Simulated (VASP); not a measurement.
```
TiC
1.0
    0.00000     2.16346     2.16346
    2.16346     0.00000     2.16346
    2.16346     2.16346     0.00000
Ti C
1 1
Cartesian
  0.00000   0.00000   0.00000
  2.16346   2.16346   2.16346
```

The numbers are results of SCAN meta-GGA, VASP's PBE PAW potentials (set 64) (plane waves; VASP), not measurements. Settings: 520 eV cut-off, 14×14×14 Γ-centred mesh, first-order Methfessel-Paxton smearing of 0.10 eV, potentials Ti_sv C.

Question: Estimate the energy per atom (σ→0), band gap (on the k-mesh) with the smallest direct gap where there is one.

Answer: 
```yaml
band gap (on the k-mesh): none (metal, semimetal or under 0.01 eV)
energy per atom (σ→0): -1355.9 kJ/mol of atoms
```

The compound is TiC in the rock salt structure. It was relaxed first.
